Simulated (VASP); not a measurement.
```
BP
1.0
    3.19815     0.00000     0.00000
   -1.59907     2.76968     0.00000
    0.00000     0.00000     5.30342
B P
2 2
Direct
  0.66667   0.33333   0.50042
  0.33333   0.66667   0.00042
  0.66667   0.33333   0.87458
  0.33333   0.66667   0.37458
```

Level of theory: modified Becke-Johnson potential (mBJ), VASP's PBE PAW potentials (set 64) (plane waves; VASP). Numerical set-up: 500 eV cut-off, 8×8×4 Γ-centred mesh, Gaussian smearing of 0.050 eV, potentials B P.

mBJ is a potential without an energy functional, so only the levels count.

Give the energies of bands 3 to 11 at the high-symmetry points, in eV from the valence-band maximum.

```json
[
 {"band": "3", "Γ": "-9.10", "M": "-8.58", "K": "-7.38", "A": "-5.04", "L": "-8.86", "H": "-8.65"},
 {"band": "4", "Γ": "-2.05", "M": "-7.15", "K": "-7.38", "A": "-5.04", "L": "-8.86", "H": "-8.65"},
 {"band": "5", "Γ": "-2.05", "M": "-6.16", "K": "-7.09", "A": "-1.23", "L": "-3.30", "H": "-6.10"},
 {"band": "6", "Γ": "-0.43", "M": "-4.18", "K": "-4.76", "A": "-1.23", "L": "-3.30", "H": "-6.10"},
 {"band": "7", "Γ": "0.00", "M": "-3.90", "K": "-4.76", "A": "-1.23", "L": "-3.20", "H": "-2.74"},
 {"band": "8", "Γ": "0.00", "M": "-1.99", "K": "-4.54", "A": "-1.23", "L": "-3.20", "H": "-2.74"},
 {"band": "9", "Γ": "3.58", "M": "2.03", "K": "2.00", "A": "4.48", "L": "3.01", "H": "3.94"},
 {"band": "10", "Γ": "3.58", "M": "4.62", "K": "8.37", "A": "4.48", "L": "3.01", "H": "3.94"},
 {"band": "11", "Γ": "3.98", "M": "5.36", "K": "8.37", "A": "5.00", "L": "3.54", "H": "5.80"}
]
```

The gap is indirect, 2.00 eV, from the valence maximum at Γ to the conduction minimum at K.

The structure comes from a computed database's BP entry (P6_3mc); how it stands against other phases isn't given here. It was relaxed first. The cell's shape comes from a PBE relaxation.
